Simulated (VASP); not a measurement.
An input for Quantum ESPRESSO's pw.x (written as the equivalent of a VASP run, and not itself run):

```
&CONTROL
  calculation = 'vc-relax'
  pseudo_dir = './pseudo'
  outdir = './out'
  tprnfor = .true.
  tstress = .true.
  nstep = 60
  forc_conv_thr = 0.00039
/
&SYSTEM
  ibrav = 0
  nat = 2
  ntyp = 2
  ecutwfc = 60.3
  occupations = 'smearing'
  smearing = 'gaussian'
  degauss = 0.003675
  input_dft = 'pw91'
/
&ELECTRONS
  conv_thr = 7.3e-08
  electron_maxstep = 100
/
&IONS
/
&CELL
/
ATOMIC_SPECIES
  Tl 204.380 Tl.upf
  Br 79.904 Br.upf
CELL_PARAMETERS angstrom
     3.9900000    0.0000000    0.0000000
     0.0000000    3.9900000    0.0000000
     0.0000000    0.0000000    3.9900000
ATOMIC_POSITIONS crystal
  Tl   0.0000000  0.0000000  0.0000000
  Br   0.5000000  0.5000000  0.5000000
K_POINTS automatic
  6 6 6 0 0 0
```

**Question.** Write the VASP files for the same calculation (PW91).

**Answer.** Several could match; the one computed here: 
### INCAR
```
ISIF=3   # ions, shape and volume
IBRION=2   # conjugate gradients
EDIFFG=-0.01   # ionic stop
NSW=60   # most ionic steps
EDIFF=1E-6   # SCF stop (eV)
SIGMA=0.05
LCHARG=.False.
ENCUT=520   # plane-wave cut-off (eV)
ISMEAR=0   # Gaussian
SYSTEM=TlBr
ALGO=Normal
LASPH=.True.   # aspherical one-centre terms
PREC=Accurate
NELM=100
GGA=91   # PW91
LREAL=.False.   # projection in real space or not
LWAVE=.False.
LMAXMIX=4
```

File POSCAR:
```
TlBr
1
    3.9900000000     0.0000000000     0.0000000000
    0.0000000000     3.9900000000     0.0000000000
    0.0000000000     0.0000000000     3.9900000000
Tl Br
1 1
Direct
  0.0000000000   0.0000000000   0.0000000000
  0.5000000000   0.5000000000   0.5000000000
```

File KPOINTS:
```
Automatic mesh
0
Gamma
6 6 6
0 0 0
```

POTCAR, in this order: Tl_d Br (PBE.64 set). Program: vasp_std.

Limits of the translation: the potentials are each code's own (VASP's PAW set, PseudoDojo norm-conserving files in pw.x), so ENCUT and ecutwfc are chosen apart and not converted; conv_thr bounds pw.x's estimated SCF error, while EDIFF bounds the energy change between steps; forc_conv_thr acts on force components and is met together with etot_conv_thr.

The compound is TlBr in the CsCl type structure. This run relaxes it. Symmetry was kept, so distortions that lower it aren't found.
